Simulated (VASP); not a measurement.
InSe:

```xyz
8
Lattice="4.0500 0.0000 0.0000 -2.0250 3.5074 0.0000 0.0000 0.0000 16.9300" Properties=species:S:1:pos:R:3 pbc="T T T"
In    0.0000    2.3383    2.6580
In    2.0250    1.1691   11.1230
In    0.0000    2.3383    5.8070
In    2.0250    1.1691   14.2720
Se    0.0000    2.3383   10.1919
Se    2.0250    1.1691    1.7269
Se    0.0000    2.3383   15.2031
Se    2.0250    1.1691    6.7381
```

```yaml
Program: VASP 6.6.1
Task: relaxation of cell and atoms
Functional: optB88-vdW
Potentials_or_basis: VASP PAW PBE potentials, release 64 (In_d, Se)
Cutoff: 400 eV
k_mesh: 8 × 8 × 2
Occupations: gaussian, width 0.02 eV
Spin: no spin polarisation
```

At the start: pressure 7.3 GPa; volume 30.06 Å³/atom.

Where does the relaxation end?

Over 23 steps the energy falls by 252.3 meV/atom and the volume is 30.53 Å³/atom (+1.6 %); space group P6_3/mmc (No. 194, to 0.05 Å).

Step by step:
```
step  energy change (eV)  largest force (eV/Å)  pressure (GPa)  volume (Å³)
   1              0.0000                2.9582            7.25       240.49
   2             -1.1848                0.3322           -4.51       290.43
   3             -1.5850                0.8120           -1.87       271.32
   4             -1.8266                0.3453           -1.09       260.42
   5             -1.8926                0.2428           -0.23       251.91
   6             -1.9789                0.2472            0.38       246.72
   7             -1.9977                0.2495            0.88       242.83
   8             -2.0069                0.1142           -0.55       247.72
   9             -2.0151                0.0321            0.02       245.72
  10             -2.0157                0.0278           -0.01       245.74
  11             -2.0158                0.0543           -0.03       245.76
  12             -2.0162                0.0442           -0.02       245.62
  13             -2.0168                0.0419            0.01       245.22
  14             -2.0174                0.0325           -0.02       245.23
  15             -2.0176                0.0265           -0.07       245.25
  16             -2.0179                0.0143           -0.04       244.77
  17             -2.0181                0.0015           -0.01       244.23
  18             -2.0183                0.0127            0.01       244.14
  19             -2.0183                0.0145            0.00       244.13
  20             -2.0183                0.0173            0.01       244.12
  21             -2.0183                0.0063            0.01       244.16
  22             -2.0183                0.0088            0.01       244.18
  23             -2.0183                0.0035           -0.02       244.27
```

Final structure:
```cif
data_structure
_symmetry_space_group_name_H-M 'P 1'
_symmetry_Int_Tables_number 1
_cell_length_a 4.0762
_cell_length_b 4.0762
_cell_length_c 16.9757
_cell_angle_alpha 90.000
_cell_angle_beta 90.000
_cell_angle_gamma 120.000
_cell_volume 244.27
loop_
_atom_site_label
_atom_site_type_symbol
_atom_site_fract_x
_atom_site_fract_y
_atom_site_fract_z
_atom_site_occupancy
In1 In 0.33333 0.66667 0.16710 1
In2 In 0.66667 0.33333 0.66710 1
In3 In 0.33333 0.66667 0.33290 1
In4 In 0.66667 0.33333 0.83290 1
Se1 Se 0.33333 0.66667 0.59117 1
Se2 Se 0.66667 0.33333 0.09117 1
Se3 Se 0.33333 0.66667 0.90883 1
Se4 Se 0.66667 0.33333 0.40883 1
```

Caveat: the PAW data sets were made with another functional, which shifts forces and pressure a little.
